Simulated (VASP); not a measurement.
Consider the following.

```
CELL_PARAMETERS angstrom
      1.36632    -2.35471     0.00000
      1.36632     2.35471     0.00000
      0.00000     0.00000     4.36359
ATOMIC_POSITIONS crystal
  Tc 0.33333 0.66667 0.25000
  Tc 0.66667 0.33333 0.75000
```

These are r2SCAN meta-GGA, VASP's PBE PAW potentials (set 64) (plane waves; VASP) values and carry that method's errors. Settings: 480 eV cut-off, 14×14×8 Γ-centred mesh, first-order Methfessel-Paxton smearing of 0.10 eV, potentials Tc_pv.

Q: Predict the energy per atom (σ→0), pressure, band gap (on the k-mesh) with the smallest direct gap where there is one.

A: 
| Property | Result |
|---|---|
| band gap (on the k-mesh) | none (metal, semimetal or under 0.01 eV) |
| energy per atom (σ→0) | -25962 meV/atom |
| pressure | 3.94 GPa |

The absolute energy has meaning only against runs of the same code, potentials and settings.

The compound is Tc in the hcp structure. This cell was strained or had an atom moved on purpose.
